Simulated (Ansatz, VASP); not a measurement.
# BaSi3: VASP beside Ansatz

File INCAR:

```
SYSTEM = BaSi3
PREC = Accurate
ENCUT = 520
EDIFF = 1E-6
ISMEAR = 0
SIGMA = 0.05
LREAL = .FALSE.
LASPH = .TRUE.
NELM = 100
ALGO = Normal
ISIF = 2
LWAVE = .FALSE.
LCHARG = .TRUE.
GGA = PE
LELF = .TRUE.
LVHAR = .TRUE.
NBANDS = 19
```

File KPOINTS:

```
regular mesh
0
G
  8 8 8
  0 0 0
```

Contents of POSCAR:

```
BaSi3
1.0
    4.4033979510      0.0000000000      0.0000000000
    0.0000000000      4.4033979510      0.0000000000
    0.0000000000      0.0000000000      4.4033979510
Ba Si
1 3
Direct
    0.0000000000      0.0000000000      0.0000000000
    0.0000000000      0.5000000000      0.5000000000
    0.5000000000      0.5000000000      0.0000000000
    0.5000000000      0.0000000000      0.5000000000
```

Input for Ansatz:

```yaml
crystal:
  lattice:
    - [4.403397951, 0.0, 0.0]
    - [0.0, 4.403397951, 0.0]
    - [0.0, 0.0, 4.403397951]
  atoms:
    - { symbol: Ba, position: [0.0, 0.0, 0.0] }
    - { symbol: Si, position: [0.0, 0.5, 0.5] }
    - { symbol: Si, position: [0.5, 0.5, 0.0] }
    - { symbol: Si, position: [0.5, 0.0, 0.5] }
basis:
  ecutwfc: 420
  ecutrho_ratio: 4
kpoints:
  mp_grid: { grid: [8, 8, 8] }
hamiltonian:
  xc: pbe
scf:
  occupations: { method: gaussian, width: 0.05 }
output:
  forces: true
  stress: true
  eigenvalues: true
```

Alike in both runs: task single point; functional PBE; k mesh 8 × 8 × 8; occupations gaussian, width 0.05 eV; no spin polarisation.

|  | VASP | Ansatz |
| --- | --- | --- |
| version | VASP 6.6.1 | Ansatz 0.2.0 |
| potentials or method | VASP PAW PBE potentials, release 64 (Ba_sv, Si) | scalar-relativistic, plane waves, PAW |
| plane-wave cutoff (eV) | 520 | 420 |
| valence electrons in the cell | 22 | 22 |

```tsv
	VASP	Ansatz	Ansatz less VASP
gap on the k mesh at the Fermi level (eV)	none	none	-
pressure (GPa)	4.3	3.3	-1.02
```

A gap of «none» marks a metal or a gap that the smearing closes. With one functional, cell and mesh, what is left measures potentials, basis and numerics.

Spin-orbit coupling is left out, which matters for the levels of Ba.
